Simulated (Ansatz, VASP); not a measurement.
# InAs: VASP beside Ansatz, part 2 of 2

Wanted: the spread between two codes on one cell, functional and k mesh. The cell is taken from a series of runs on this material, whose earlier steps may have relaxed, scaled, displaced or heated it; both programs get it as it stands.

VASP 6.6.1 and Ansatz 0.2.0.

So far: Set-up; VASP: zone-centre phonons, PBEsol, pair 1; Ansatz: zone-centre phonons, PBEsol, pair 1; Comparison.

**5. VASP: zone-centre phonons, PBEsol, pair 2**

Level of this step: PBEsol; plane waves and PAW (As, In_d) (VASP).

Second derivatives magnify differences that forces hide, and they need a tight electronic threshold. The cell compared in this pair holds 58.64 Å³, against 57.51 Å³ for the pair before.

Contents of INCAR:

```
SYSTEM = InAs
PREC = Accurate
ENCUT = 500
EDIFF = 1E-08
NELM = 120
ISMEAR = 1
SIGMA = 0.2
LREAL = .FALSE.
ALGO = Normal
GGA = PS
NBANDS = 15
LORBIT = 11
LWAVE = .FALSE.
LCHARG = .FALSE.
ISIF = 2
IBRION = 8
LASPH = .TRUE.
GGA_COMPAT = .FALSE.
KPAR = 2
```

Contents of POSCAR:

```
InAs
1.0
    0.0000000000      3.0835907822      3.0835907822
    3.0835907822      0.0000000000      3.0835907822
    3.0835907822      3.0835907822      0.0000000000
As In
1 1
Direct
    0.7500000000      0.7500000000      0.7500000000
    0.0000000000      1.0000000000      0.0000000000
```

Contents of KPOINTS:

```
Automatic mesh
0
Gamma
12 12 12
0 0 0
```

The projector-augmented-wave data sets are As and In_d (PBE family, release 64).

The run is started by

```bash
> mpirun -np 2 vasp_std
```

Numbers of over 12 decimals in the logs are rounded to 6 here.

The program printed:

```text
[banner, memory and clock lines left out]
running    2 mpi-ranks, on    1 nodes
[...]
[... a notice as in an earlier step ...]

 LDA part: xc-table for (Slater+PW92), standard interpolation
 POSCAR, INCAR and KPOINTS ok, starting setup
[...]
entering main loop
       N       E                     dE             d eps       ncg     rms          rms(c)
DAV:   1     0.111253786444E+03    0.11125E+03   -0.80960E+03  2167   0.123E+03
DAV:   2    -0.991560317985E+00   -0.11225E+03   -0.10805E+03  2314   0.296E+02
DAV:   3    -0.855039656790E+01   -0.75588E+01   -0.75112E+01  2748   0.781E+01
DAV:   4    -0.874694151344E+01   -0.19654E+00   -0.19649E+00  2699   0.144E+01
[...]
DAV:  12    -0.847739231328E+01   -0.10949E-06   -0.47570E-06  2445   0.216E-02    0.816E-03
DAV:  13    -0.847739244552E+01   -0.13224E-06   -0.10608E-06  2888   0.592E-03    0.374E-03
DAV:  14    -0.847739244678E+01   -0.12617E-08   -0.61197E-08  2615   0.242E-03
   1 F= -.84773924E+01 E0= -.84775592E+01  d E =0.500239E-03
[...]
RMM:   9    -0.452098043723E-01   -0.61882E-06    0.18804E-08 16162   0.373E-04    0.785E-05
RMM:  10    -0.452098313753E-01   -0.27003E-07    0.59658E-08 17569   0.164E-04    0.477E-05
RMM:  11    -0.452098275830E-01    0.37923E-08   -0.26515E-08 16912   0.743E-05    0.115E-05
 first order change of Fermi-energy   0.30838E-03
 force on displaced ion       1 direction 1 :  -6.506   0.000   0.000
 Linear response progress:
  Degree of freedom:   2/  2
       N       E                     dE             d eps       ncg     rms          rms(c)
RMM:   1    -0.233712814044E+00   -0.23371E+00   -0.10902E-01 11345   0.479E+00
RMM:   2    -0.236168381346E+00   -0.24556E-02   -0.12254E-02 14219   0.994E-01    0.756E-02
RMM:   3    -0.236061145168E+00    0.10724E-03   -0.14725E-03 15489   0.307E-01    0.362E-02
RMM:   4    -0.235832838829E+00    0.22831E-03   -0.14237E-04 15922   0.104E-01    0.205E-02
[...]
RMM:  12    -0.235759974022E+00   -0.52978E-08   -0.11375E-07 18341   0.156E-04    0.121E-05
RMM:  13    -0.235759977948E+00   -0.39258E-08   -0.14494E-07 16329   0.126E-04    0.172E-05
RMM:  14    -0.235759969000E+00    0.89480E-08   -0.62068E-08 17877   0.107E-04    0.220E-05
 first order change of Fermi-energy  -0.47159E-04
 force on displaced ion       2 direction 1 :  -6.533   0.000   0.000
 Linear response finished
```

From OUTCAR (step 5):

```text
  Total       -0.7024549     -0.7024549     -0.7024549      0.0000000      0.0000000      0.0000000
  in kB      -19.1923800    -19.1923800    -19.1923800      0.0000000      0.0000000      0.0000000
  external PRESSURE =     -19.1923800 kB  Pullay stress =       0.0000000 kB

 POSITION                                       TOTAL-FORCE (eV/Angst)
 -----------------------------------------------------------------------------------
      4.62539      4.62539      4.62539        -0.000000     -0.000000     -0.000000
      0.00000      0.00000      0.00000         0.000000      0.000000      0.000000
 -----------------------------------------------------------------------------------
    total drift:                                0.000000      0.000000     -0.000000

[... 1 part as in an earlier step ...]

[... 1 further part left out ...]
```

**6. Ansatz: zone-centre phonons, PBEsol, pair 2**

The same cell, functional, mesh and smearing now go to Ansatz, which takes its cutoff from its data sets.

The cell is taken from a series of runs on this material, whose earlier steps may have relaxed, scaled, displaced or heated it; both programs get it as it stands.

Contents of input.yaml:

```yaml
crystal:
  lattice:
    - [0.0, 3.0835907822, 3.0835907822]
    - [3.0835907822, 0.0, 3.0835907822]
    - [3.0835907822, 3.0835907822, 0.0]
  atoms:
    - { symbol: As, position: [0.75, 0.75, 0.75] }
    - { symbol: In, position: [0.0, 0.0, 0.0] }
kpoints:
  mp_grid: { grid: [12, 12, 12] }
hamiltonian:
  xc: pbesol
  pseudopotentials: { kind: paw, azcp: { folder: soft_1 }, xc_functional: pbe }
scf:
  occupations: { method: methfessel_paxton, width: 0.2 }
output:
  eigenvalues: true
phonons:
  method: dfpt
```

The run is started by

```bash
> ansatz run input.yaml --threads 4 --pin off --max-ram 10240MiB --backend cpu --events-out ev --progress --plain --runs-dir out
```

The program printed:

```text
[...]
Crystal: 2 atoms, lattice volume = 58.641 Å³
Basis set: ecut = 420 eV, 1139 PW (Γ), exchange–correlation on 60×60×60 points (8 copies of the dense FFT grid, shifted against one another)
Bands: 18, of which v1, the nominal top of the filled ones, is band 14 counted from 1 (13 counted from 0)
Symmetry: 24 space group operations
k-points: 163 of 1728 (irreducible under 8 space group operations, time reversal used)
[...]
k-point 1: bands = [... 10 lower, -4.6788, 5.3680, 6.6983, 6.6983, 7.3900, 10.6229, 10.7458, 10.7458]
  k-point 2: bands = [... 10 lower, -4.4896, 4.2412, 6.4947, 6.4947, 7.7979, 10.9215, 11.0357, 11.0357]
  k-point 162: bands = [... 10 lower, -2.9192, 1.2831, 4.0399, 4.1295, 10.7098, 10.9728, 11.5483, 12.7380]
[...]
ASR residual: 3.666e-5 → 0.000e0 eV/Å²; symmetrization residual: 1.785e-5 eV/Å²
  ASR residual per site (eV/Å²): 3.14e-5 3.67e-5
  Γ frequencies (cm⁻¹): 0.00 0.00 0.00 197.15 197.15 197.15
[...]
[key lines of the parts left out:]
SCF converged after 10 iterations
Free energy (F): -10338.881955 eV
Fermi energy:    6.826570 eV
```

**7. Differences**

What differs besides the data sets and the points named for the pairs above, as far as they apply: the data sets hold 28 valence electrons in Ansatz (on its PAW soft_1 files) and 18 in VASP. Total energies have different zeros and are not compared.

Compared:

```tsv
quantity	Ansatz	VASP	difference
optical mode 1 to 3 (cm⁻¹)	197.2	197.7	-0.28 %
```

Modes are paired by rising frequency, not by their patterns, so a pair may set unlike modes beside each other; they are those without the splitting of longitudinal modes.

**8. Results**

* r.m.s. difference of the optical zone-centre modes, each program's sorted by frequency (zone-centre phonons, PBEsol, pair 1): 0.54 cm⁻¹
* r.m.s. difference of the optical zone-centre modes, each program's sorted by frequency (zone-centre phonons, PBEsol, pair 2): 0.55 cm⁻¹

In words: The r.m.s. difference of the optical zone-centre modes, each program's sorted by frequency is 0.54 cm⁻¹ (zone-centre phonons, PBEsol, pair 1). The data sets hold unlike numbers of valence electrons (28 in Ansatz and 18 in VASP), so part of the differences may come from the potentials. How closely two codes agree says nothing of how well the functional describes the real material.

[Lines on the potential files, build, host, timing and source positions are cut from VASP's logs without a mark.]

[Logs are printed without paths, hosts, clocks, repeated set-up lines and the standing remarks that a program may print on its own settings, such as how far it seeks lower states.]

[Hosts, paths, dates, database ids (printed as entryN), source tags and the programs' standing remarks are cut or masked in the printed files.]
